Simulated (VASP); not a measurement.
Output of a VASP run:

File OSZICAR:
```
...
RMM:   2    -0.696820949225E+03   -0.52857E-02   -0.59293E-02 14815   0.495E-01    0.745E-02
RMM:   3    -0.696821749835E+03   -0.80061E-03   -0.72331E-03 14030   0.153E-01    0.667E-02
RMM:   4    -0.696821886224E+03   -0.13639E-03   -0.17825E-03 15898   0.561E-02    0.477E-02
RMM:   5    -0.696821889683E+03   -0.34592E-05   -0.38504E-04 13107   0.322E-02    0.214E-02
RMM:   6    -0.696821888742E+03    0.94107E-06   -0.10125E-04 13122   0.147E-02    0.111E-02
RMM:   7    -0.696821888660E+03    0.81840E-07   -0.21781E-05  8433   0.671E-03
   3 F= -.69682189E+03 E0= -.69681901E+03  d E =-.278941E-01
       N       E                     dE             d eps       ncg     rms          rms(c)
DAV:   1    -0.696797939483E+03    0.23949E-01   -0.18362E+00 13312   0.537E+00    0.369E-01
RMM:   2    -0.696823593339E+03   -0.25654E-01   -0.29010E-01 14817   0.110E+00    0.149E-01
RMM:   3    -0.696827438744E+03   -0.38454E-02   -0.34220E-02 14091   0.339E-01    0.130E-01
RMM:   4    -0.696828119620E+03   -0.68088E-03   -0.85581E-03 16279   0.124E-01    0.951E-02
RMM:   5    -0.696828131263E+03   -0.11643E-04   -0.15086E-03 13990   0.634E-02    0.365E-02
RMM:   6    -0.696828148064E+03   -0.16801E-04   -0.43437E-04 15847   0.296E-02    0.223E-02
RMM:   7    -0.696828146236E+03    0.18283E-05   -0.90248E-05 13531   0.140E-02
   4 F= -.69682815E+03 E0= -.69682526E+03  d E =-.625758E-02
       N       E                     dE             d eps       ncg     rms          rms(c)
DAV:   1    -0.696826126178E+03    0.20219E-02   -0.14179E-01 13752   0.149E+00    0.102E-01
RMM:   2    -0.696828121768E+03   -0.19956E-02   -0.22346E-02 14827   0.305E-01    0.417E-02
RMM:   3    -0.696828421632E+03   -0.29986E-03   -0.26865E-03 14061   0.943E-02    0.364E-02
RMM:   4    -0.696828473195E+03   -0.51563E-04   -0.66650E-04 15261   0.346E-02    0.237E-02
RMM:   5    -0.696828476990E+03   -0.37950E-05   -0.11412E-04 13512   0.175E-02    0.108E-02
RMM:   6    -0.696828477421E+03   -0.43034E-06   -0.30995E-05  9401   0.834E-03
   5 F= -.69682848E+03 E0= -.69682557E+03  d E =-.658876E-02
       N       E                     dE             d eps       ncg     rms          rms(c)
DAV:   1    -0.696824605526E+03    0.38715E-02   -0.29029E-01 13488   0.222E+00    0.151E-01
RMM:   2    -0.696828871904E+03   -0.42664E-02   -0.48356E-02 14827   0.451E-01    0.563E-02
RMM:   3    -0.696829506206E+03   -0.63430E-03   -0.55256E-03 13975   0.139E-01    0.509E-02
RMM:   4    -0.696829623142E+03   -0.11694E-03   -0.13475E-03 15926   0.499E-02    0.408E-02
RMM:   5    -0.696829621255E+03    0.18870E-05   -0.20776E-04 13485   0.246E-02    0.120E-02
RMM:   6    -0.696829626905E+03   -0.56497E-05   -0.65385E-05 11767   0.120E-02
   6 F= -.69682963E+03 E0= -.69682662E+03  d E =-.114948E-02
       N       E                     dE             d eps       ncg     rms          rms(c)
DAV:   1    -0.696825892958E+03    0.37283E-02   -0.23598E-01 13272   0.200E+00    0.138E-01
RMM:   2    -0.696829356092E+03   -0.34631E-02   -0.39403E-02 14826   0.407E-01    0.509E-02
RMM:   3    -0.696829880717E+03   -0.52463E-03   -0.45670E-03 14013   0.126E-01    0.462E-02
RMM:   4    -0.696829977997E+03   -0.97280E-04   -0.11144E-03 15853   0.452E-02    0.377E-02
RMM:   5    -0.696829976047E+03    0.19497E-05   -0.17057E-04 13479   0.222E-02    0.110E-02
RMM:   6    -0.696829981034E+03   -0.49871E-05   -0.54143E-05 11125   0.109E-02
   7 F= -.69682998E+03 E0= -.69682689E+03  d E =-.150361E-02
```

### OUTCAR
```
------------------------ aborting loop because EDIFF is reached ----------------------------------------
  FORCE on cell =-STRESS in cart. coord.  units (eV):
  Direction    XX          YY          ZZ          XY          YZ          ZX
  --------------------------------------------------------------------------------------
  Total       -2.4258572     -2.4147663     -2.4221020     -0.0003789     -0.0018863      0.0014153
  in kB       -4.4462332     -4.4259051     -4.4393505     -0.0006945     -0.0034572      0.0025941
  external PRESSURE =      -4.4371629 kB  Pullay stress =       0.0000000 kB
  volume of cell :      874.15
      direct lattice vectors                 reciprocal lattice vectors
     9.561540358  0.000000000  0.000000000     0.104585659  0.000000000  0.000000000
     0.000000000  9.561540358  0.000000000     0.000000000  0.104585659  0.000000000
     0.000000000  0.000000000  9.561540358     0.000000000  0.000000000  0.104585659
 POSITION                                       TOTAL-FORCE (eV/Angst)
 -----------------------------------------------------------------------------------
      9.56145      9.55945      0.00081         0.020083     -0.003747     -0.021053
      3.18779      9.56079      9.55637         0.015384     -0.009958      0.010801
      6.37459      9.56052      9.55851         0.014296     -0.007087     -0.006588
      0.00283      3.18519      9.55861         0.010901     -0.003580     -0.006789
      0.00630      9.55849      3.18736        -0.005660      0.007552     -0.015488
      1.59968      1.59097      1.58911        -0.014263      0.002905      0.010848
      3.19115      3.18638      9.55786        -0.002113     -0.000754      0.001879
      3.19315      9.55873      3.18296        -0.005263      0.001507     -0.005929
      4.78626      1.59224      1.59261        -0.000760      0.000410      0.000209
      6.37792      3.18623      9.55855        -0.000478     -0.007229      0.001623
      6.37999      9.55908      3.18363        -0.009862      0.006078      0.006772
      7.97412      1.59110      1.59209        -0.013706      0.009593     -0.018108
      0.00419      6.37197      9.55589        -0.000275      0.004847      0.011521
      0.00369      3.18474      3.18395         0.001231      0.004023     -0.000387
      1.59871      4.77844      1.59059         0.002959      0.002330      0.015038
      3.19243      6.37306      9.55691        -0.005719     -0.002106      0.011621
      0.00370      9.56107      6.37445         0.003283     -0.006785     -0.013952
      1.59795      1.59276      4.77677         0.002335      0.001116      0.003422
      3.19265      3.18626      3.18483        -0.006593      0.010378      0.011264
      4.78503      4.77836      1.58941        -0.005157     -0.000896     -0.001581
      6.37858      6.37278      9.55791         0.004400     -0.000535      0.005239
      3.19087      9.55981      6.36917         0.001224     -0.002779      0.010184
      4.78362      1.59384      4.77817         0.004678     -0.007374      0.003199
      6.37591      3.18710      3.18614        -0.001534     -0.002023     -0.002428
      7.97086      4.77877      1.59256        -0.002839      0.003697     -0.004537
      6.37754      9.56004      6.37049         0.002869     -0.000437     -0.005678
      7.97068      1.59188      4.77773        -0.011733      0.004901      0.001461
      0.00454      6.37179      3.18245        -0.006538     -0.002591      0.001486
      1.59520      7.96471      1.58854         0.007009      0.016657      0.014956
      0.00538      3.18683      6.37092        -0.000984     -0.011808      0.000215
      1.60065      4.77866      4.77831         0.006187      0.000299     -0.010937
      3.19287      6.37015      3.18536         0.005518     -0.010499     -0.000264
      4.78264      7.96377      1.59132         0.001253      0.005378     -0.001593
      1.59663      1.59194      7.96485        -0.001724     -0.001175     -0.006123
      3.19434      3.18648      6.36954        -0.000812      0.011654     -0.007603
      6.37656      6.37015      3.18576         0.000037      0.000549      0.006283
      7.96939      7.96608      1.59058         0.010402     -0.002976     -0.008123
      4.78412      1.59346      7.96468         0.002998      0.001243     -0.005366
      6.37849      3.18659      6.36877        -0.008664      0.009379      0.005253
      7.97292      4.77770      4.77781        -0.008229      0.011099      0.005329
      7.97110      1.59206      7.96575         0.004052      0.008642     -0.004981
      0.00212      6.37353      6.36899         0.006380     -0.000810      0.006314
      1.59934      7.96454      4.77655        -0.007060      0.001274      0.010196
      1.59653      4.77915      7.96355         0.008750     -0.001181     -0.001666
      3.19157      6.37063      6.36936         0.001335     -0.005571     -0.007912
      4.78460      7.96467      4.77727         0.003488      0.004144      0.002300
      4.78312      4.77905      7.96081         0.004243      0.002287     -0.002309
      6.37547      6.37094      6.36915        -0.007606     -0.006044     -0.004979
      7.97108      7.96474      4.77739        -0.004074     -0.009275     -0.000914
      7.96920      4.78007      7.96398        -0.007265     -0.006787     -0.000541
      1.59772      7.96661      7.96462         0.000400      0.000212     -0.009003
      4.78578      7.96578      7.96283        -0.009608     -0.005151      0.004818
      7.97215      7.96821      7.96421         0.002886     -0.016948      0.009103
      4.78708      4.77892      4.77454        -0.000062      0.003952      0.003498
 -----------------------------------------------------------------------------------
    total drift:                                0.255836     -0.124118     -0.231992
...
```
(Selected blocks of OUTCAR.)

### POSCAR
```
MoW53
1
    9.5615403575    -0.0000000000    -0.0000000000
    0.0000000000     9.5615403575     0.0000000000
    0.0000000000     0.0000000000     9.5615403575
W Mo
53 1
Direct
  0.9998397728   0.9997631915   0.0002189519
  0.3330173113   0.0001543144   0.9997268487
  0.6664451795   0.0001062934   0.9997269855
  0.0002875074   0.3332320009   0.9999392366
  0.0000335348   0.0001954798   0.3336172862
  0.1668651691   0.1663299620   0.1666336782
  0.3332730650   0.3333737754   0.9997172664
  0.3340862709   0.9997460241   0.3333814602
  0.5000489211   0.1652231395   0.1666483388
  0.6668296053   0.3331105707   0.9995567607
  0.6675169677   0.0003298898   0.3330721538
  0.8338925761   0.1662733191   0.1662616503
  0.0003445045   0.6665666219   0.9997290214
  0.9998281560   0.3327526288   0.3328957241
  0.1676428350   0.4995998309   0.1666417483
  0.3337082485   0.6663166702   0.9996948293
  0.9996681252   0.0003718504   0.6669938414
  0.1669095351   0.1652135082   0.5001188909
  0.3342408466   0.3319497153   0.3331756771
  0.5007191433   0.4984697961   0.1644590579
  0.6666987618   0.6665092698   0.0000231531
  0.3339326586   0.9999132762   0.6660120125
  0.5017274292   0.1657759341   0.5010469658
  0.6671459159   0.3327114622   0.3336878041
  0.8341319236   0.4998694066   0.1662449043
  0.6670267960   0.0002793238   0.6666637915
  0.8331906271   0.1663618281   0.5004176897
  0.0000209233   0.6661060098   0.3333325690
  0.1660818086   0.8336954308   0.1663679832
  0.0014003124   0.3332393197   0.6667049992
  0.1696984783   0.4989583352   0.4987427150
  0.3342384794   0.6658498464   0.3318671635
  0.4997839887   0.8331799284   0.1655121893
  0.1667705738   0.1666337672   0.8328911587
  0.3348017524   0.3334520733   0.6657659178
  0.6677969425   0.6658187653   0.3327593575
  0.8336675181   0.8337914720   0.1659478361
  0.5000893741   0.1667952852   0.8335062071
  0.6675089095   0.3347522068   0.6675195640
  0.8351771421   0.4993111308   0.5000409588
  0.8333546951   0.1667932623   0.8336440559
  0.9997015075   0.6662294266   0.6658474169
  0.1672406292   0.8331991053   0.4994456324
  0.1666518623   0.4999199439   0.8321981700
  0.3325435639   0.6672946622   0.6643622059
  0.5015307779   0.8327829917   0.4986946308
  0.4979585691   0.5008606616   0.8313598589
  0.6659151296   0.6668732807   0.6665444899
  0.8342096606   0.8321349554   0.5002103243
  0.8333460491   0.5005988261   0.8342164562
  0.1666393648   0.8336684300   0.8334532091
  0.4998144868   0.8334257686   0.8331241745
  0.8337471613   0.8331837262   0.8335703728
  0.5028039521   0.5003643046   0.4966516543
```

### Question
Write an INCAR and KPOINTS that could have produced this output.

### Answer
This is not unique; one that fits is the input of the run itself, PBE GGA, plane waves, VASP's PBE PAW potentials (set 64).

### KPOINTS
```
Automatic
0
gamma
 3 3 3
```

INCAR:
```
SYSTEM = MoW53
PREC = Normal
ENCUT = 400
EDIFF = 1E-5
NELM = 100
ALGO = Fast
LREAL = Auto
LASPH = .TRUE.
ISMEAR = 1
SIGMA = 0.1
GGA = PE
LMAXMIX = 6
LWAVE = .FALSE.
LCHARG = .FALSE.
NELMIN = 4
ISYM = 0
IBRION = 2
ISIF = 2
NSW = 120
EDIFFG = -0.03
```

POTCAR, in this order: W_sv Mo (PBE.64 set). Program: vasp_std.

The cell is a supercell with a defect, built from W (bcc): Mo_W. The run is not spin-polarised, so no state with unpaired spins was tried.
